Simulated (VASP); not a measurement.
Output of a VASP run:

File OSZICAR:
```
       N       E                     dE             d eps       ncg     rms          rms(c)
DAV:   1     0.506055023152E+03    0.50606E+03   -0.29919E+04  2504   0.137E+03
DAV:   2    -0.520585927531E+02   -0.55811E+03   -0.54097E+03  3020   0.422E+02
DAV:   3    -0.986056114291E+02   -0.46547E+02   -0.45820E+02  3985   0.970E+01
DAV:   4    -0.100913392694E+03   -0.23078E+01   -0.23059E+01  3632   0.212E+01
DAV:   5    -0.100994298542E+03   -0.80906E-01   -0.80898E-01  3532   0.364E+00    0.429E+01
DAV:   6    -0.867770348735E+02    0.14217E+02   -0.96375E+01  2827   0.371E+01    0.175E+01
DAV:   7    -0.864263283982E+02    0.35071E+00   -0.83140E+00  3284   0.114E+01    0.953E+00
DAV:   8    -0.863821984590E+02    0.44130E-01   -0.86500E-01  3595   0.407E+00    0.143E+00
DAV:   9    -0.863690727154E+02    0.13126E-01   -0.15599E-01  3235   0.173E+00    0.747E-01
DAV:  10    -0.863695989627E+02   -0.52625E-03   -0.16385E-02  3026   0.813E-01    0.272E-01
DAV:  11    -0.863692976207E+02    0.30134E-03   -0.30966E-03  3481   0.290E-01    0.876E-02
DAV:  12    -0.863693005173E+02   -0.28966E-05   -0.46910E-04  3232   0.987E-02    0.275E-02
DAV:  13    -0.863692906821E+02    0.98352E-05   -0.71637E-05  3289   0.402E-02    0.979E-03
DAV:  14    -0.863692892797E+02    0.14024E-05   -0.78610E-06  2504   0.133E-02    0.229E-03
DAV:  15    -0.863692892198E+02    0.59960E-07   -0.54476E-07  1920   0.434E-03
   1 F= -.86369289E+02 E0= -.86338350E+02  d E =-.618777E-01
```

File OUTCAR:
```
------------------------ aborting loop because EDIFF is reached ----------------------------------------
  FORCE on cell =-STRESS in cart. coord.  units (eV):
  Direction    XX          YY          ZZ          XY          YZ          ZX
  --------------------------------------------------------------------------------------
  Total       -6.9337175     -6.9337208     -7.1120592      0.0000000      0.0000000      0.0000000
  in kB     -108.0207820   -108.0208334   -110.7991772      0.0000000      0.0000000      0.0000000
  external PRESSURE =    -108.9469309 kB  Pullay stress =       0.0000000 kB
  volume of cell :      102.84
      direct lattice vectors                 reciprocal lattice vectors
     1.657160000  0.956762000 10.810600000     0.301721017  0.174198669  0.030833935
    -1.657160000  0.956762000 10.810600000    -0.301721017  0.174198669  0.030833935
     0.000000000 -1.913524000 10.810600000     0.000000000 -0.348397337  0.030833935
 POSITION                                       TOTAL-FORCE (eV/Angst)
 -----------------------------------------------------------------------------------
      0.00000      0.00000     28.36184        -0.000000      0.000000      0.135607
      0.00000      0.00000      4.06996        -0.000000      0.000000     -0.135607
      0.00000      0.00000     12.19445        -0.000000      0.000000     -0.268758
      0.00000      0.00000     20.23735        -0.000000     -0.000000      0.268758
      0.00000      0.00000      8.16989        -0.000000      0.000000     -0.189091
      0.00000      0.00000     24.26191        -0.000000     -0.000000      0.189091
      0.00000      0.00000     16.21590         0.000000     -0.000000      0.000000
      0.00000      0.00000      0.00000        -0.000000      0.000000      0.000000
 -----------------------------------------------------------------------------------
    total drift:                                0.000000      0.000000      0.000000
  FREE ENERGIE OF THE ION-ELECTRON SYSTEM (eV)
  ---------------------------------------------------
  free  energy   TOTEN  =       -86.3692892198 eV

  energy  without entropy=      -86.3074114808  energy(sigma->0) =      -86.33835035
```
(Selected blocks of OUTCAR.)

POSCAR:
```
Zr4C3N
1
    1.6571600000     0.9567620000    10.8106000000
   -1.6571600000     0.9567620000    10.8106000000
    0.0000000000    -1.9135240000    10.8106000000
Zr C N
4 3 1
Direct
  0.8745070000   0.8745070000   0.8745070000
  0.1254930000   0.1254930000   0.1254930000
  0.3760030000   0.3760030000   0.3760030000
  0.6239970000   0.6239970000   0.6239970000
  0.2519100000   0.2519100000   0.2519100000
  0.7480900000   0.7480900000   0.7480900000
  0.5000000000   0.5000000000   0.5000000000
  0.0000000000   0.0000000000   0.0000000000
```

Write an INCAR and KPOINTS that could have produced this output.

Several could match; the one computed here: the input of the run itself, LDA (Ceperley-Alder, Perdew-Zunger), plane waves, VASP's LDA PAW potentials (set 64).

INCAR:
```
# general
SYSTEM  = Zr4C3N
PREC    = Accurate
ENCUT   = 400   # plane-wave cut-off (eV)
LREAL   = F   # projection in real space or not
LASPH   = T   # aspherical one-centre terms

# electronic loop
EDIFF   = 1E-6   # SCF stop (eV)
NELM    = 100   # most electronic steps
ALGO    = Normal   # blocked Davidson
LMAXMIX = 4   # l cut-off of mixed one-centre charges

# smearing
ISMEAR  = 0   # Gaussian
SIGMA   = 0.272

# ions
ISIF    = 2   # forces and stress, cell fixed

# output
LWAVE   = F
LCHARG  = F
```

File KPOINTS:
```
kpoints
0
gamma
 6 6 6
```

POTCAR, in this order: Zr_sv C N (LDA.64 set). Program: vasp_std.

At this cut-off the stress carries a Pulay error, which pulls relaxed volumes low.

The structure comes from a computed database's Zr4C3N entry; how it stands against other phases isn't given here. The cell was not relaxed at this level. The k-mesh is coarse (spacing up to 0.37 per Å, 2π included), so the numbers may not be converged in it. The run is one of a series of settings (GGA removed, POTCAR Zr_sv C N (LDA.64 set) against the base run), some of them coarse on purpose. The electron count is odd and the run is not spin-polarised, which forces a metal.
